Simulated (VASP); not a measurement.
A convergence study with VASP on Ag (fcc): a few settings are varied, all else stays as given below, so the limit is that of these other settings.

```xyz
1
Lattice="0.0000 2.0450 2.0450 2.0450 0.0000 2.0450 2.0450 2.0450 0.0000" Properties=species:S:1:pos:R:3 pbc="T T T"
Ag     0.0000     0.0000     0.0000
```

The numbers are results of LDA (Ceperley-Alder, Perdew-Zunger), VASP's LDA PAW potentials (set 64) (plane waves; VASP 6.6.1), not measurements. The last row used: 550 eV cut-off, 23×23×23 Γ-centred mesh, second-order Methfessel-Paxton smearing of 0.40 eV, potentials Ag.

```
setting                                   E (eV/atom)  pressure (GPa)  irreducible k-points
----------------------------------------  -----------  --------------  --------------------
ISMEAR = -1, SIGMA = 0.01, 8×8×8 mesh         -3.7236           -6.92                    29
ISMEAR = -1, SIGMA = 0.1, 8×8×8 mesh          -3.7257           -6.91                    29
ISMEAR = 0, SIGMA = 0.01, 8×8×8 mesh          -3.7233           -6.92                    29
ISMEAR = 0, SIGMA = 0.1, 8×8×8 mesh           -3.7247           -6.92                    29
ISMEAR = 1, SIGMA = 0.01, 8×8×8 mesh          -3.7233           -6.92                    29
ISMEAR = 1, SIGMA = 0.2, 8×8×8 mesh           -3.7250           -6.96                    29
ISMEAR = 2, SIGMA = 0.05, 8×8×8 mesh          -3.7235           -6.92                    29
ISMEAR = 2, SIGMA = 0.2, 8×8×8 mesh           -3.7245           -6.96                    29
ISMEAR = -1, SIGMA = 0.01, 17×17×17 mesh      -3.7514           -7.49                   165
ISMEAR = -1, SIGMA = 0.2, 17×17×17 mesh       -3.7541           -7.40                   165
ISMEAR = 0, SIGMA = 0.01, 17×17×17 mesh       -3.7514           -7.51                   165
ISMEAR = 0, SIGMA = 0.2, 17×17×17 mesh        -3.7519           -7.52                   165
ISMEAR = 1, SIGMA = 0.01, 17×17×17 mesh       -3.7514           -7.50                   165
ISMEAR = 1, SIGMA = 0.4, 17×17×17 mesh        -3.7523           -7.52                   165
ISMEAR = 2, SIGMA = 0.05, 17×17×17 mesh       -3.7514           -7.49                   165
ISMEAR = 2, SIGMA = 0.4, 17×17×17 mesh        -3.7520           -7.54                   165
ISMEAR = -1, SIGMA = 0.05, 23×23×23 mesh      -3.7531           -7.48                   364
ISMEAR = -1, SIGMA = 0.2, 23×23×23 mesh       -3.7550           -7.39                   364
ISMEAR = 0, SIGMA = 0.05, 23×23×23 mesh       -3.7531           -7.49                   364
ISMEAR = 0, SIGMA = 0.2, 23×23×23 mesh        -3.7534           -7.47                   364
ISMEAR = 1, SIGMA = 0.05, 23×23×23 mesh       -3.7531           -7.50                   364
ISMEAR = 1, SIGMA = 0.4, 23×23×23 mesh        -3.7539           -7.49                   364
ISMEAR = 2, SIGMA = 0.1, 23×23×23 mesh        -3.7530           -7.50                   364
ISMEAR = 2, SIGMA = 0.4, 23×23×23 mesh        -3.7534           -7.49                   364
```

Left out are rungs that failed or repeat a setting and relaxations that didn't move; long series are thinned to 24 rows.

The compound is Ag in the fcc structure. The cell was not relaxed at this level.
